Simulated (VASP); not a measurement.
```xyz
6
Lattice="1.6288 -2.8212 0.0000 1.6288 2.8212 0.0000 0.0000 0.0000 12.8918" Properties=species:S:1:pos:R:3 pbc="T T T"
W      1.6288     0.9404     3.2230
W      1.6288    -0.9404     9.6689
Se     1.6288     0.9404    11.3365
Se     1.6288    -0.9404     4.8906
Se     1.6288    -0.9404     1.5553
Se     1.6288     0.9404     8.0013
```

Method: PBE GGA with D3 dispersion (zero damping), VASP's PBE PAW potentials (set 64) (plane waves; VASP 6.6.1). Settings: 520 eV cut-off, 8×8×2 Γ-centred mesh, Gaussian smearing of 0.050 eV, potentials W_sv Se.

Problem. The ions and cell shape at fixed volume are relaxed. Predict the relaxed structure.

Solution. 
```xyz
6
Lattice="1.6385 -2.8380 0.0000 1.6385 2.8380 0.0000 0.0000 0.0000 12.7398" Properties=species:S:1:pos:R:3 pbc="T T T"
W      1.6385     0.9460     3.1850
W      1.6385    -0.9460     9.5549
Se     1.6385     0.9460    11.2403
Se     1.6385    -0.9460     4.8704
Se     1.6385    -0.9460     1.4995
Se     1.6385     0.9460     7.8694
```
Space group P6_3/mmc (194), at a tolerance of 0.03 Å.

Problem. How much energy does the relaxation gain?

Solution. The energy (σ→0) changes by -6.0 meV/atom, in 5 ionic steps.

The compound is WSe2 in the 2H layered structure. This cell is one point of a volume scan, at 0.97 of the reference volume. Symmetry was kept, so distortions that lower it aren't found.
